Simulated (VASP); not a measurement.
# ZnS (Sphalerite): what each functional gives, and what it costs, part 2 of 6

Which functional reproduces the measured band gap of ZnS (Sphalerite), and what does it cost? LASPH is on for some levels and off for others; the table marks which. The start is a cell from a database of measured crystal structures.

VASP 6.6.1, plane waves and PAW; the level of theory is named at each step.

So far, least gap on mesh and path (eV): step 2 (bands, level LDA) 1.86; step 3 (bands, level PBE) 2.10.

**4. Bands with r2SCAN**

This step: r2SCAN; plane waves and PAW (Zn, S) (VASP 6.6.1).

r2SCAN adds the kinetic-energy density, costs more than a GGA and is run with LASPH.

File INCAR:

```
SYSTEM = ZnS
PREC = Accurate
ENCUT = 400
EDIFF = 1E-06
NELM = 100
ISMEAR = 0
SIGMA = 0.02
LREAL = .FALSE.
ALGO = Normal
METAGGA = R2SCAN
LASPH = .TRUE.
NBANDS = 21
LORBIT = 11
LWAVE = .FALSE.
LCHARG = .FALSE.
KPAR = 4
```

File POSCAR:

```
ZnS
1.0
    0.0000000000      2.7046500000      2.7046500000
    2.7046500000      0.0000000000      2.7046500000
    2.7046500000      2.7046500000      0.0000000000
Zn S
1 1
Direct
    0.0000000000      0.0000000000      0.0000000000
    0.2500000000      0.2500000000      0.2500000000
```

File KPOINTS:

```
Automatic mesh
0
Gamma
5 5 5
0 0 0
```

File KPOINTS_OPT:

```
Line mode
16
Line-mode
Reciprocal
  0.00000000   0.00000000   0.00000000 GAMMA
  0.50000000   0.00000000   0.50000000 X

  0.50000000   0.00000000   0.50000000 X
  0.50000000   0.25000000   0.75000000 W

  0.50000000   0.25000000   0.75000000 W
  0.37500000   0.37500000   0.75000000 K

  0.37500000   0.37500000   0.75000000 K
  0.00000000   0.00000000   0.00000000 GAMMA

  0.00000000   0.00000000   0.00000000 GAMMA
  0.50000000   0.50000000   0.50000000 L

  0.50000000   0.50000000   0.50000000 L
  0.62500000   0.25000000   0.62500000 U

  0.62500000   0.25000000   0.62500000 U
  0.50000000   0.25000000   0.75000000 W

  0.50000000   0.25000000   0.75000000 W
  0.50000000   0.50000000   0.50000000 L

  0.50000000   0.50000000   0.50000000 L
  0.37500000   0.37500000   0.75000000 K

  0.62500000   0.25000000   0.62500000 U
  0.50000000   0.00000000   0.50000000 X
```

PAW data sets: Zn and S (PBE family, release 64).

On the command line:

```console
$ mpirun -np 4 vasp_std
```

Numbers of over 12 decimals in the logs are rounded to 6 here.

Output:

```text
[banner, memory and clock lines left out]
running    4 mpi-ranks, on    1 nodes
[...]
[... a notice as in an earlier step ...]

 LDA part: xc-table for (None), standard interpolation
 POSCAR, INCAR and KPOINTS ok, starting setup
[...]
entering main loop
       N       E                     dE             d eps       ncg     rms          rms(c)
DAV:   1     0.809480909604E+02    0.80948E+02   -0.68644E+03   428   0.852E+02
DAV:   2    -0.142327111408E+02   -0.95181E+02   -0.87240E+02   435   0.223E+02
DAV:   3    -0.218416317282E+02   -0.76089E+01   -0.75348E+01   495   0.596E+01
DAV:   4    -0.219273253289E+02   -0.85694E-01   -0.85645E-01   485   0.637E+00
[...]
DAV:  14    -0.188501356027E+02   -0.15425E-05   -0.42313E-07   270   0.172E-02    0.317E-03
DAV:  15    -0.188501368888E+02   -0.12861E-05   -0.11525E-07   250   0.532E-03    0.266E-03
DAV:  16    -0.188501367861E+02    0.10267E-06   -0.48620E-08   245   0.396E-03
   1 F= -.18850137E+02 E0= -.18850137E+02  d E =-.129017E-35
 Start KPOINTS_OPT (optional k-point list driver)
k-point batch [1-10\160]
       N       E                     dE             ncg
DAV:   1     0.444482332088E+03   -0.10908E+04      428
DAV:   2    -0.538093298213E+03   -0.98258E+03      445
DAV:   3    -0.619576141968E+03   -0.81483E+02      478
DAV:   4    -0.620471516667E+03   -0.89537E+00      495
DAV:   5    -0.620475911588E+03   -0.43949E-02      470
DAV:   6    -0.620475946728E+03   -0.35140E-04      498
DAV:   7    -0.620475947055E+03   -0.32712E-06      424
[...]
k-point batch [151-160\160]
       N       E                     dE             ncg
DAV:   1     0.350410013037E+03   -0.58288E+04      420
DAV:   2    -0.636335429503E+03   -0.98675E+03      444
DAV:   3    -0.713336176224E+03   -0.77001E+02      510
DAV:   4    -0.714214135624E+03   -0.87796E+00      475
DAV:   5    -0.714218630647E+03   -0.44950E-02      501
DAV:   6    -0.714218674580E+03   -0.43933E-04      480
DAV:   7    -0.714218675174E+03   -0.59365E-06      487
```

Wall time 1.7 min (4 MPI ranks of Intel Xeon Platinum 8488C (Sapphire Rapids), shared host); peak memory 0.63 GiB.

From OUTCAR (step 4):

```text
  Total       -0.2638276     -0.2638276     -0.2638276     -0.0000000      0.0000000     -0.0000000
  in kB      -10.6823700    -10.6823700    -10.6823700     -0.0000000      0.0000000     -0.0000000
  external PRESSURE =     -10.6823700 kB  Pullay stress =       0.0000000 kB

 POSITION                                       TOTAL-FORCE (eV/Angst)
 -----------------------------------------------------------------------------------
      0.00000      0.00000      0.00000         0.000000      0.000000      0.000000
      1.35232      1.35232      1.35232        -0.000000     -0.000000     -0.000000
 -----------------------------------------------------------------------------------
    total drift:                                0.000012      0.000012      0.000012

  FREE ENERGIE OF THE ION-ELECTRON SYSTEM (eV)
  ---------------------------------------------------
  free  energy   TOTEN  =       -18.8501367861 eV

  energy  without entropy=      -18.8501367861  energy(sigma->0) =      -18.85013679

[... 2 parts as in an earlier step ...]

[... 1 further part left out ...]
[key lines of the parts left out:]
E-fermi :   1.9824
```

The PAW data sets were made with PBE, which is usual practice but a small mismatch for other functionals.

The electronic bands at the labelled points (eV, zero at the valence-band top; v1 is the highest filled band, c1 the lowest empty one):

```
          point     v4     v3     v2     v1    c1    c2     c3     c4
              Γ  -5.95   0.00   0.00   0.00  2.66  6.90   6.90   6.90
0.47 of the way  -5.91  -2.36  -1.14  -1.14  4.93  5.12   8.89   8.89
              X  -5.73  -4.60  -2.27  -2.27  3.73  4.48  11.74  12.80
0.47 of the way  -5.65  -4.61  -2.52  -2.51  4.51  5.20  10.45  10.77
              W  -5.55  -4.62  -2.80  -2.78  6.05  6.58   8.46   8.70
0.53 of the way  -5.59  -4.64  -3.09  -2.18  5.12  6.46   9.13   9.67
              K  -5.61  -4.66  -3.17  -1.85  4.51  6.43   9.96  10.40
0.47 of the way  -5.91  -3.31  -1.89  -0.58  5.14  7.04   7.44   7.95
              Γ  -5.95   0.00   0.00   0.00  2.66  6.90   6.90   6.90
0.47 of the way  -5.95  -2.61  -0.43  -0.43  3.98  7.30   7.50   7.50
              L  -5.75  -5.38  -0.88  -0.88  3.80  7.39   7.39   9.40
0.47 of the way  -5.70  -5.08  -2.05  -1.23  4.85  6.67   8.31   9.30
              U  -5.61  -4.66  -3.17  -1.85  4.51  6.43   9.96  10.40
0.53 of the way  -5.58  -4.64  -3.06  -2.27  5.28  6.47   8.98   9.52
              W  -5.55  -4.62  -2.80  -2.78  6.05  6.58   8.46   8.70
0.47 of the way  -5.68  -4.90  -2.49  -1.57  5.48  6.33   8.37   9.71
              L  -5.75  -5.38  -0.88  -0.88  3.80  7.39   7.39   9.40
0.47 of the way  -5.70  -5.08  -2.05  -1.23  4.85  6.67   8.31   9.30
              K  -5.61  -4.66  -3.17  -1.85  4.51  6.43   9.96  10.40
      jump to U  -5.61  -4.66  -3.17  -1.85  4.51  6.43   9.96  10.40
0.47 of the way  -5.68  -4.61  -2.69  -2.14  4.09  5.09  10.92  11.69
              X  -5.73  -4.60  -2.27  -2.27  3.73  4.48  11.74  12.80
```

Of the projections kept (Zn, S), the largest for each band there; the rest of the weight can lie on other orbitals:

```
point       v4       v3      v2      v1       c1       c2       c3       c4
    Γ  Zn 1.00   S 0.74  S 0.74  S 0.74  Zn 0.51  Zn 0.98  Zn 0.98  Zn 0.98
    X  Zn 0.97  Zn 0.70  S 0.71  S 0.71  Zn 0.79  Zn 0.82   S 0.77  Zn 0.60
    W  Zn 0.97  Zn 0.57  S 0.71  S 0.58   S 0.58  Zn 0.55  Zn 0.77  Zn 0.78
    K  Zn 0.97  Zn 0.57  S 0.61  S 0.70  Zn 0.79  Zn 0.51   S 0.60  Zn 0.65
    Γ  Zn 1.00   S 0.74  S 0.74  S 0.74  Zn 0.51  Zn 0.98  Zn 0.98  Zn 0.98
    L  Zn 0.98   S 0.55  S 0.72  S 0.72  Zn 0.71  Zn 0.92  Zn 0.92   S 0.77
```

The gap is 2.66 eV, direct at Γ. Against LDA that is +0.79 eV; this run took 3.3 times the core time. The direct gap lies -1.19 eV from the measured 3.85 eV.

**5. Bands with TB-mBJ**

This step: TB-mBJ; plane waves and PAW (Zn, S) (VASP 6.6.1).

TB-mBJ is a local potential fitted to gaps: it costs far less than a hybrid but gives no energy.

INCAR: that of step 4 with these lines changed.

```diff
@@ -4,3 +4,3 @@
 EDIFF = 1E-06
-NELM = 100
+NELM = 150
 ISMEAR = 0
@@ -9,3 +9,3 @@
 ALGO = Normal
-METAGGA = R2SCAN
+METAGGA = MBJ
 LASPH = .TRUE.
```

POSCAR is that of step 4.

KPOINTS is that of step 4.

KPOINTS_OPT is that of step 4.

On the command line:

```console
$ mpirun -np 4 vasp_std
```

Output:

```text
[... set-up lines as in an earlier step ...]
 entering main loop
       N       E                     dE             d eps       ncg     rms          rms(c)
DAV:   1     0.226918030977E+03    0.22692E+03   -0.65468E+03   428   0.812E+02
DAV:   2     0.136055167162E+03   -0.90863E+02   -0.82459E+02   430   0.209E+02
DAV:   3     0.128685498498E+03   -0.73697E+01   -0.72894E+01   495   0.573E+01
DAV:   4     0.128603224285E+03   -0.82274E-01   -0.82234E-01   490   0.594E+00
[...]
DAV:  59     0.131378800608E+03    0.32189E-05   -0.18972E-11   255   0.397E-05    0.646E-05
DAV:  60     0.131378803945E+03    0.33377E-05   -0.15254E-11   225   0.232E-05    0.359E-05
DAV:  61     0.131378803643E+03   -0.30273E-06    0.68653E-13   255   0.122E-05
   1 F= 0.13137880E+03 E0= 0.13137880E+03  d E =-.843718E-25
 Start KPOINTS_OPT (optional k-point list driver)
k-point batch [1-10\160]
       N       E                     dE             ncg
DAV:   1     0.606929784635E+03   -0.92837E+03      428
DAV:   2    -0.364121102570E+03   -0.97105E+03      435
DAV:   3    -0.441584574081E+03   -0.77463E+02      470
DAV:   4    -0.442391133396E+03   -0.80656E+00      498
DAV:   5    -0.442394105375E+03   -0.29720E-02      475
DAV:   6    -0.442394124152E+03   -0.18776E-04      496
DAV:   7    -0.442394124286E+03   -0.13431E-06      399
[...]
k-point batch [151-160\160]
       N       E                     dE             ncg
DAV:   1     0.517195945582E+03   -0.56620E+04      420
DAV:   2    -0.449824925970E+03   -0.96702E+03      433
DAV:   3    -0.523144056705E+03   -0.73319E+02      518
DAV:   4    -0.523913895906E+03   -0.76984E+00      475
DAV:   5    -0.523916993766E+03   -0.30979E-02      518
DAV:   6    -0.523917018222E+03   -0.24456E-04      480
DAV:   7    -0.523917018454E+03   -0.23185E-06      444
```

The job ended after 82 s (4 MPI ranks; peak memory 0.63 GiB; 4.6 min of CPU time).

Parts of OUTCAR (step 5):

```text
  Total      -92.6857732    -92.6857732    -92.6857732      0.0000000      0.0000000     -0.0000000
  in kB    -3752.8434384  -3752.8434384  -3752.8434384      0.0000000      0.0000000     -0.0000000
  external PRESSURE =   -3752.8434384 kB  Pullay stress =       0.0000000 kB

 POSITION                                       TOTAL-FORCE (eV/Angst)
 -----------------------------------------------------------------------------------
      0.00000      0.00000      0.00000        -0.000000     -0.000000     -0.000000
      1.35232      1.35232      1.35232         0.000000      0.000000      0.000000
 -----------------------------------------------------------------------------------
    total drift:                                0.000441      0.000441      0.000441

  FREE ENERGIE OF THE ION-ELECTRON SYSTEM (eV)
  ---------------------------------------------------
  free  energy   TOTEN  =       131.3788036426 eV

  energy  without entropy=      131.3788036426  energy(sigma->0) =      131.37880364

[... 2 parts as in an earlier step ...]

[... 1 further part left out ...]
[key lines of the parts left out:]
E-fermi :   2.4498
```

This functional is a potential without an energy, so its energies, forces and stress mean nothing and are not read.

Electronic bands along the path, in eV, zero at the valence-band top; v1 is the highest filled band, c1 the lowest empty one:

```
          point     v4     v3     v2     v1    c1    c2     c3     c4
              Γ  -5.23   0.00   0.00   0.00  3.69  7.57   7.57   7.58
0.47 of the way  -5.20  -1.96  -0.98  -0.98  5.68  5.95   9.42   9.42
              X  -5.06  -3.98  -2.00  -2.00  4.57  5.30  12.18  13.46
0.47 of the way  -5.00  -4.00  -2.19  -2.19  5.27  5.95  10.88  11.25
              W  -4.91  -4.02  -2.41  -2.41  6.63  7.25   9.08   9.15
0.53 of the way  -4.94  -4.04  -2.67  -1.90  5.85  7.09   9.62  10.14
              K  -4.96  -4.05  -2.75  -1.62  5.32  7.06  10.34  10.82
0.47 of the way  -5.21  -2.84  -1.60  -0.50  5.95  7.63   8.04   8.57
              Γ  -5.23   0.00   0.00   0.00  3.69  7.57   7.57   7.58
0.47 of the way  -5.23  -2.20  -0.37  -0.37  4.88  7.90   8.12   8.12
              L  -5.08  -4.75  -0.77  -0.77  4.73  7.95   7.95  10.12
0.47 of the way  -5.05  -4.46  -1.74  -1.07  5.65  7.30   8.82   9.82
              U  -4.96  -4.05  -2.75  -1.62  5.32  7.06  10.34  10.82
0.53 of the way  -4.94  -4.03  -2.65  -1.97  5.99  7.10   9.48   9.99
              W  -4.91  -4.02  -2.41  -2.41  6.63  7.25   9.08   9.15
0.47 of the way  -5.03  -4.29  -2.12  -1.35  6.22  6.97   8.93  10.07
              L  -5.08  -4.75  -0.77  -0.77  4.73  7.95   7.95  10.12
0.47 of the way  -5.05  -4.46  -1.74  -1.07  5.65  7.30   8.82   9.82
              K  -4.96  -4.05  -2.75  -1.62  5.32  7.06  10.34  10.82
      jump to U  -4.96  -4.05  -2.75  -1.62  5.32  7.06  10.34  10.82
0.47 of the way  -5.02  -4.00  -2.35  -1.89  4.91  5.84  11.35  12.10
              X  -5.06  -3.98  -2.00  -2.00  4.57  5.30  12.18  13.46
```

Of the projections kept (Zn, S), the largest for each band there; the rest of the weight can lie on other orbitals:

```
point       v4       v3      v2      v1       c1       c2       c3       c4
    Γ  Zn 1.00   S 0.73  S 0.73  S 0.73  Zn 0.50  Zn 0.98  Zn 0.98  Zn 0.98
    X  Zn 0.97  Zn 0.67  S 0.72  S 0.72  Zn 0.79  Zn 0.84   S 0.74  Zn 0.61
    W  Zn 0.97  Zn 0.51  S 0.71  S 0.59   S 0.54  Zn 0.59  Zn 0.76  Zn 0.75
    K  Zn 0.97  Zn 0.52  S 0.61  S 0.71  Zn 0.80  Zn 0.55   S 0.58  Zn 0.65
    Γ  Zn 1.00   S 0.73  S 0.73  S 0.73  Zn 0.50  Zn 0.98  Zn 0.98  Zn 0.98
    L  Zn 0.98   S 0.63  S 0.72  S 0.72  Zn 0.71  Zn 0.93  Zn 0.93   S 0.77
```

The gap is 3.69 eV, direct at Γ. Against LDA that is +1.82 eV; this run took 2.6 times the core time. The direct gap lies -0.16 eV from the measured 3.85 eV.

**6. Bands with AM05**

This step: AM05; plane waves and PAW (Zn, S) (VASP 6.6.1).

AM05 is built from the electron gas and the surface model, and does well on lattice constants.

INCAR: that of step 5 with these lines changed.

```diff
@@ -4,3 +4,3 @@
 EDIFF = 1E-06
-NELM = 150
+NELM = 100
 ISMEAR = 0
@@ -9,4 +9,3 @@
 ALGO = Normal
-METAGGA = MBJ
-LASPH = .TRUE.
+GGA = AM
 NBANDS = 21
```

POSCAR is that of step 5.

KPOINTS is that of step 5.

KPOINTS_OPT is that of step 5.

On the command line:

```console
$ mpirun -np 4 vasp_std
```

Output:

```text
[banner, memory and clock lines left out]
running    4 mpi-ranks, on    1 nodes
[...]
[... a notice as in an earlier step ...]

 LDA part: xc-table for (Slater+PW92), standard interpolation
 POSCAR, INCAR and KPOINTS ok, starting setup
[...]
entering main loop
       N       E                     dE             d eps       ncg     rms          rms(c)
DAV:   1     0.933624424336E+02    0.93362E+02   -0.67482E+03   428   0.835E+02
DAV:   2    -0.369265195022E-01   -0.93399E+02   -0.85383E+02   430   0.217E+02
DAV:   3    -0.744028642803E+01   -0.74034E+01   -0.73287E+01   513   0.579E+01
DAV:   4    -0.752411853543E+01   -0.83832E-01   -0.83787E-01   470   0.618E+00
[...]
DAV:  11    -0.712330461281E+01    0.17269E-05   -0.29016E-05   496   0.364E-02    0.112E-02
DAV:  12    -0.712330568868E+01   -0.10759E-05   -0.54398E-06   480   0.125E-02    0.417E-03
DAV:  13    -0.712330626278E+01   -0.57410E-06   -0.64441E-07   423   0.544E-03
   1 F= -.71233063E+01 E0= -.71233063E+01  d E =-.197040E-14
 Start KPOINTS_OPT (optional k-point list driver)
k-point batch [1-10\160]
       N       E                     dE             ncg
DAV:   1     0.487308705562E+03   -0.10480E+04      420
DAV:   2    -0.476220935261E+03   -0.96353E+03      435
DAV:   3    -0.555937106413E+03   -0.79716E+02      486
DAV:   4    -0.556791253314E+03   -0.85415E+00      498
DAV:   5    -0.556795967123E+03   -0.47138E-02      475
DAV:   6    -0.556796009451E+03   -0.42328E-04      519
DAV:   7    -0.556796009880E+03   -0.42951E-06      439
[...]
k-point batch [151-160\160]
       N       E                     dE             ncg
DAV:   1     0.383638722662E+03   -0.57955E+04      420
DAV:   2    -0.573394820797E+03   -0.95703E+03      441
DAV:   3    -0.648370746321E+03   -0.74976E+02      526
DAV:   4    -0.649218375533E+03   -0.84763E+00      485
DAV:   5    -0.649223090034E+03   -0.47145E-02      498
DAV:   6    -0.649223139330E+03   -0.49296E-04      490
DAV:   7    -0.649223139995E+03   -0.66537E-06      497
```

The job ended after 31 s (4 MPI ranks; peak memory 0.58 GiB).

Parts of OUTCAR (step 6):

```text
  Total       -0.3856706     -0.3856706     -0.3856706      0.0000000     -0.0000000      0.0000000
  in kB      -15.6157888    -15.6157888    -15.6157888      0.0000000     -0.0000000      0.0000000
  external PRESSURE =     -15.6157888 kB  Pullay stress =       0.0000000 kB

 POSITION                                       TOTAL-FORCE (eV/Angst)
 -----------------------------------------------------------------------------------
      0.00000      0.00000      0.00000        -0.000000     -0.000000     -0.000000
      1.35232      1.35232      1.35232         0.000000      0.000000      0.000000
 -----------------------------------------------------------------------------------
    total drift:                               -0.000000     -0.000000     -0.000000

  FREE ENERGIE OF THE ION-ELECTRON SYSTEM (eV)
  ---------------------------------------------------
  free  energy   TOTEN  =        -7.1233062628 eV

  energy  without entropy=       -7.1233062628  energy(sigma->0) =       -7.12330626

[... 2 parts as in an earlier step ...]

[... 1 further part left out ...]
[key lines of the parts left out:]
E-fermi :   2.1568
```

The electronic bands at the labelled points (eV, zero at the valence-band top; v1 is the highest filled band, c1 the lowest empty one):

```
          point     v4     v3     v2     v1    c1    c2     c3     c4
              Γ  -5.89   0.00   0.00   0.00  2.08  6.34   6.34   6.34
0.47 of the way  -5.85  -2.39  -1.13  -1.13  4.41  4.63   8.26   8.26
              X  -5.66  -4.59  -2.23  -2.23  3.37  4.03  10.94  11.90
0.47 of the way  -5.58  -4.60  -2.48  -2.46  4.14  4.72   9.79  10.06
              W  -5.48  -4.61  -2.76  -2.73  5.68  5.99   7.82   8.21
0.53 of the way  -5.52  -4.63  -3.04  -2.15  4.70  5.96   8.53   9.07
              K  -5.54  -4.65  -3.12  -1.81  4.09  5.93   9.37   9.74
0.47 of the way  -5.85  -3.31  -1.88  -0.57  4.55  6.54   6.94   7.36
              Γ  -5.89   0.00   0.00   0.00  2.08  6.34   6.34   6.34
0.47 of the way  -5.89  -2.62  -0.43  -0.43  3.42  6.75   6.93   6.93
              L  -5.68  -5.31  -0.87  -0.87  3.26  6.88   6.88   8.85
0.47 of the way  -5.63  -5.03  -2.04  -1.21  4.32  6.21   7.76   8.71
              U  -5.54  -4.65  -3.12  -1.81  4.09  5.93   9.37   9.74
0.53 of the way  -5.51  -4.62  -3.01  -2.23  4.86  5.96   8.37   8.93
              W  -5.48  -4.61  -2.76  -2.73  5.68  5.99   7.82   8.21
0.47 of the way  -5.61  -4.86  -2.47  -1.54  4.93  5.90   7.78   9.15
              L  -5.68  -5.31  -0.87  -0.87  3.26  6.88   6.88   8.85
0.47 of the way  -5.63  -5.03  -2.04  -1.21  4.32  6.21   7.76   8.71
              K  -5.54  -4.65  -3.12  -1.81  4.09  5.93   9.37   9.74
      jump to U  -5.54  -4.65  -3.12  -1.81  4.09  5.93   9.37   9.74
0.47 of the way  -5.61  -4.60  -2.65  -2.10  3.71  4.63  10.21  10.93
              X  -5.66  -4.59  -2.23  -2.23  3.37  4.03  10.94  11.90
```

Of the projections kept (Zn, S), the largest for each band there; the rest of the weight can lie on other orbitals:

```
point       v4       v3      v2      v1       c1       c2       c3       c4
    Γ  Zn 1.00   S 0.75  S 0.75  S 0.75  Zn 0.51  Zn 0.98  Zn 0.98  Zn 0.98
    X  Zn 0.97  Zn 0.71  S 0.71  S 0.71  Zn 0.79  Zn 0.79   S 0.78  Zn 0.59
    W  Zn 0.97  Zn 0.59  S 0.71  S 0.58   S 0.59  Zn 0.53  Zn 0.77  Zn 0.78
    K  Zn 0.97  Zn 0.59  S 0.61  S 0.70  Zn 0.78   S 0.51   S 0.61  Zn 0.64
    Γ  Zn 1.00   S 0.75  S 0.75  S 0.75  Zn 0.51  Zn 0.98  Zn 0.98  Zn 0.98
    L  Zn 0.98   S 0.53  S 0.72  S 0.72  Zn 0.70  Zn 0.91  Zn 0.91   S 0.77
```

The gap is 2.08 eV, direct at Γ. Against LDA that is +0.22 eV; the cost is about the same. The direct gap lies -1.77 eV from the measured 3.85 eV.

[end of part 2 of 6]

[Lines on the potential files, build, host, timing and source positions are cut from VASP's logs without a mark.]

[Logs are printed without paths, hosts, clocks, repeated set-up lines and the standing remarks that a program may print on its own settings, such as how far it seeks lower states.]

[Hosts, paths, dates, database ids (printed as entryN), source tags and the programs' standing remarks are cut or masked in the printed files.]

[A measured line is paired with the nearest computed mode of its activity, which favours agreement.]
